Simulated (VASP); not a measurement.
# Aluminum: structure and properties in VASP, part 4 of 4

Aim: relax Aluminum with SCAN, compute its properties on that cell and hold them against experiment. Left out of this account: 1 further run (core levels: core levels are not valid at this level). The start is a cell from a database of measured crystal structures.

VASP 6.6.1; SCAN; plane waves and PAW (Al).

Still holding for the runs below: This run has no spin polarisation. Its electron count is odd, so without a moment it is a metal by construction. The k-mesh is coarse for a metal.

So far. Step 11 (Volume scan with SCAN, volume scale 1.02): The run ends at a pressure of -1.62 GPa.

## (12) Volume scan with SCAN, volume scale 1.04

INCAR reads:

```
SYSTEM = Al
PREC = Accurate
ENCUT = 400
EDIFF = 1E-06
NELM = 100
ISMEAR = 1
SIGMA = 0.2
LREAL = .FALSE.
ALGO = Normal
METAGGA = SCAN
LASPH = .TRUE.
NBANDS = 7
LORBIT = 11
LWAVE = .FALSE.
LCHARG = .FALSE.
KPAR = 2
ISIF = 2
```

POSCAR reads:

```
Al
1.0
    0.0000000000      2.0290580588      2.0290580588
    2.0290580588      0.0000000000      2.0290580588
    2.0290580588      2.0290580588      0.0000000000
Al
1
Direct
    0.0000000000      0.0000000000      0.0000000000
```

KPOINTS reads:

```
Automatic mesh
0
Gamma
8 8 8
0 0 0
```

Potentials, in the order of the species: Al (PBE family, release 64).

Command:

```sh
$ mpirun -np 2 vasp_std
```

Output:

```text
[... set-up lines as in an earlier step ...]
 entering main loop
       N       E                     dE             d eps       ncg     rms          rms(c)
DAV:   1    -0.669959344356E+01   -0.66996E+01   -0.68036E+02   413   0.174E+02
DAV:   2    -0.796380965664E+01   -0.12642E+01   -0.12539E+01   539   0.198E+01
DAV:   3    -0.797104390091E+01   -0.72342E-02   -0.72341E-02   595   0.169E+00
DAV:   4    -0.797105701043E+01   -0.13110E-04   -0.13111E-04   644   0.632E-02
[...]
DAV:  12    -0.772845643236E+01   -0.16763E-04   -0.95084E-05   504   0.511E-02    0.254E-03
DAV:  13    -0.772845911465E+01   -0.26823E-05   -0.82074E-06   574   0.175E-02    0.245E-03
DAV:  14    -0.772845959835E+01   -0.48371E-06   -0.29173E-06   511   0.101E-02
   1 F= -.77284596E+01 E0= -.77283681E+01  d E =-.274503E-03
```

The job ended after 8.8 s (2 MPI ranks of Intel Xeon 6975P-C (Granite Rapids), shared host; peak memory 0.21 GiB).

OUTCAR, selected parts (step 12):

```text
  Total       -0.3189730     -0.3189730     -0.3189730      0.0000000      0.0000000     -0.0000000
  in kB      -30.5880019    -30.5880019    -30.5880019      0.0000000      0.0000000     -0.0000000
  external PRESSURE =     -30.5880019 kB  Pullay stress =       0.0000000 kB

 POSITION                                       TOTAL-FORCE (eV/Angst)
 -----------------------------------------------------------------------------------
      0.00000      0.00000      0.00000        -0.000000      0.000000     -0.000000
 -----------------------------------------------------------------------------------
    total drift:                                0.000000      0.000000     -0.000000

  FREE ENERGIE OF THE ION-ELECTRON SYSTEM (eV)
  ---------------------------------------------------
  free  energy   TOTEN  =        -7.7284595984 eV

  energy  without entropy=       -7.7281850954  energy(sigma->0) =       -7.72836810

[... 1 part as in an earlier step ...]

[... 2 further parts left out ...]
[key lines of the parts left out:]
E-fermi :   7.9044
```

The pressure falls from -1.62 to -3.06 GPa.

The run ends at a pressure of -3.06 GPa.

## (13) Volume scan with SCAN, volume scale 1.06

A prediction first. A parabola through the 6 pressures of evenly scaled cells so far, P = 0.01 -86.5 t +207 t² GPa with t = ln(V/V₁) and V₁ the volume at scale 1, gives -4.33 GPa at t = +0.0583.

INCAR is that of step 12.

POSCAR reads:

```
Al
1.0
    0.0000000000      2.0419823439      2.0419823439
    2.0419823439      0.0000000000      2.0419823439
    2.0419823439      2.0419823439      0.0000000000
Al
1
Direct
    0.0000000000      0.0000000000      0.0000000000
```

KPOINTS is that of step 12.

Command:

```sh
$ mpirun -np 2 vasp_std
```

Output:

```text
[... set-up lines as in an earlier step ...]
 entering main loop
       N       E                     dE             d eps       ncg     rms          rms(c)
DAV:   1    -0.688132590661E+01   -0.68813E+01   -0.70623E+02   413   0.179E+02
DAV:   2    -0.795935230292E+01   -0.10780E+01   -0.10702E+01   525   0.191E+01
DAV:   3    -0.796700793858E+01   -0.76556E-02   -0.76562E-02   574   0.176E+00
DAV:   4    -0.796703491740E+01   -0.26979E-04   -0.26980E-04   609   0.877E-02
[...]
DAV:  12    -0.772105322092E+01   -0.65098E-05   -0.27428E-05   553   0.315E-02    0.918E-03
DAV:  13    -0.772105629759E+01   -0.30767E-05   -0.34342E-05   462   0.365E-02    0.414E-03
DAV:  14    -0.772105694266E+01   -0.64508E-06   -0.11645E-06   560   0.799E-03
   1 F= -.77210569E+01 E0= -.77209967E+01  d E =-.180746E-03
```

Run time: 9.6 s. Hardware: 2 MPI ranks; peak memory 0.21 GiB; 16 s of CPU time.

OUTCAR, selected parts (step 13):

```text
  Total       -0.4597394     -0.4597394     -0.4597394      0.0000000     -0.0000000      0.0000000
  in kB      -43.2550030    -43.2550030    -43.2550030      0.0000000     -0.0000000      0.0000000
  external PRESSURE =     -43.2550030 kB  Pullay stress =       0.0000000 kB

 POSITION                                       TOTAL-FORCE (eV/Angst)
 -----------------------------------------------------------------------------------
      0.00000      0.00000      0.00000        -0.000000      0.000000      0.000000
 -----------------------------------------------------------------------------------
    total drift:                                0.000000     -0.000000     -0.000000

  FREE ENERGIE OF THE ION-ELECTRON SYSTEM (eV)
  ---------------------------------------------------
  free  energy   TOTEN  =        -7.7210569427 eV

  energy  without entropy=       -7.7208761963  energy(sigma->0) =       -7.72099669

[... 1 part as in an earlier step ...]

[... 2 further parts left out ...]
[key lines of the parts left out:]
E-fermi :   7.7130
```

The pressure falls from -3.06 to -4.33 GPa. The parabola predicted -4.33 GPa, which holds within 0.01 GPa.

## (14) Side by side

Times are for 2 MPI ranks of Intel Xeon 6975P-C (Granite Rapids), shared host. Results by setting:

```
no.  volume scale  energy above the lowest point (meV/atom)  pressure (GPa)   time  memory (GiB)
  1          0.94                                     17.47           6.155  7.6 s           0.2
  2          0.96                                      7.37           3.899  7.4 s           0.2
  3          0.98                                      1.72           1.849  8.4 s           0.2
  4             1                                         0        0.007631    7 s           0.2
  5          1.02                                      1.69          -1.622   11 s          0.21
  6          1.04                                      6.42          -3.059  8.8 s          0.21
  7          1.06                                     13.79          -4.326  9.6 s          0.21
```

## (15) Fit for SCAN

This step: Birch-Murnaghan fit, SCAN; plane waves and PAW (VASP 6.6.1).

No new run; the numbers come from the runs before.

This step gave:

```
pressure derivative of the bulk modulus : 5.490
r.m.s. error of the fit                 : 4.55e-6 eV/atom
minimum inside the sampled range        : yes
bulk modulus                            : 85.75 GPa
equilibrium volume of the fit           : 16.06 Å³/atom
```

Energy above the fitted minimum against volume:

```
volume (Å³/atom)  energy above the fitted minimum (eV/atom)
          15.101                                     0.0175
          15.422                                    0.00738
          15.744                                    0.00173
          16.065                                     9.7e-6
          16.386                                    0.00170
          16.708                                    0.00643
          17.029                                     0.0138
```

The fitted volume lies -0.04 % from the relaxed one.

## (16) Summary of results

- relaxed volume: 16.06 Å³/atom
- relaxed conventional cell a, b, c: 4.005, 4.005, 4.005 Å
- space group after relaxing, within 0.02 Å: Fm-3m (No. 225)
- band gap: none, a metal
- DOS at the Fermi level: 0.291 states/eV/cell
- bulk modulus from the fit: 85.8 GPa
- volume from the fit: 16.1 Å³/atom

With SCAN, Aluminum relaxes to 16.06 Å³/atom in space group Fm-3m (held by the symmetry of the run), comes out as a metal and has a bulk modulus of 85.8 GPa. Against the listed cell the volume lies -3.2 %. Band structure (SCAN): Of the bands kept, 2 cross the Fermi level on this path. The k-sampling is coarse for a metal, so the Fermi level, pressures and the shape of the cell carry errors. No search among competing phases was made. All values are for a static lattice at zero temperature.

Computed beside measured:

| quantity | measured | SCAN | Birch-Murnaghan fit, SCAN |
| --- | --- | --- | --- |
| lattice constant a (Å) | 4.0495 | 4.005 (-1.1 %) | - |
| bulk modulus (GPa) | 76.9 | - | 86 (+11.5 %) |

Measured values from pmc:3831299 (2013).

**Verdict.** The lattice constant a is off by -1.1 %: fair agreement. The bulk modulus is off by +11.5 %: fair agreement. The grades are ours: good and fair within 0.7 and 1.5 % for the lattice constant a and 5 and 12 % for the bulk modulus. Zero-point motion and thermal expansion are not in the computed lattice constants and bulk modulus.

[Lines on the potential files, build, host, timing and source positions are cut from VASP's logs without a mark.]

[Logs are printed without paths, hosts, clocks, repeated set-up lines and the standing remarks that a program may print on its own settings, such as how far it seeks lower states.]

[Hosts, paths, dates, database ids (printed as entryN), source tags and the programs' standing remarks are cut or masked in the printed files.]

[A measured line is paired with the nearest computed mode of its activity, which favours agreement.]
